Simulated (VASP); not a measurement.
Input:

```
CELL_PARAMETERS angstrom
      4.95180     0.00000     0.00000
      0.00000     4.95180     0.00000
      0.00000     0.00000     4.95180
ATOMIC_POSITIONS crystal
  Si 0.50000 0.50000 0.50000
  Si 0.00000 0.00000 0.00000
  Mo 0.00000 0.50000 0.25000
  Mo 0.00000 0.50000 0.75000
  Mo 0.25000 0.00000 0.50000
  Mo 0.75000 0.00000 0.50000
  Mo 0.50000 0.25000 0.00000
  Mo 0.50000 0.75000 0.00000
```

Level of theory: PBE GGA, VASP's PBE PAW potentials (set 64) (plane waves; VASP 6.6.1). Run with 300 eV cut-off, 7×7×7 Γ-centred mesh, Gaussian smearing of 0.27 eV, potentials Si Mo_sv.

At this cut-off the stress carries a Pulay error, which pulls relaxed volumes low.

Question: Give the stress tensor in GPa (positive for a compressed cell).

Answer: 
```
-6.55   0.00   0.00
 0.00  -6.55   0.00
 0.00   0.00  -6.55
```
The pressure is its mean diagonal, -6.55 GPa.

The structure comes from a computed database's SiMo3 entry; how it stands against other phases isn't given here. The cell was not relaxed at this level.
